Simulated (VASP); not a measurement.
Consider the following.

```
CoGa
1.0
    2.87897     0.00000     0.00000
    0.00000     2.87897     0.00000
    0.00000     0.00000     2.87897
Ga Co
1 1
Direct
  0.50000   0.50000   0.50000
  0.00000   0.00000   0.00000
```

The numbers are results of PBE GGA, VASP's PBE PAW potentials (set 64) (plane waves; VASP), not measurements. Numerical set-up: 480 eV cut-off, 12×12×12 Γ-centred mesh, first-order Methfessel-Paxton smearing of 0.10 eV, potentials Ga_d Co.

Energy and stress use the plane-wave basis of the starting cell.

### Question
The ions, cell shape and volume at an external pressure of 20.0 GPa are relaxed. Give the cell that the relaxation ends in.

### Answer

```
CoGa
1.0
    2.79657     0.00000     0.00000
    0.00000     2.79657     0.00000
    0.00000     0.00000     2.79657
Ga Co
1 1
Direct
  0.50000   0.50000   0.50000
  0.00000   0.00000   0.00000
```
Space group Pm-3m (221), at a tolerance of 0.03 Å.

### Question
How do energy and volume change from the first to the last step?

### Answer
The energy (σ→0) changes by +58.7 meV/atom and the volume by -8.3 %, in 4 ionic steps.

The compound is CoGa in the CsCl type structure. This run relaxes it under an external pressure of 20 GPa. Symmetry was kept, so distortions that lower it aren't found. The run is not spin-polarised, so no magnetic state was tried.
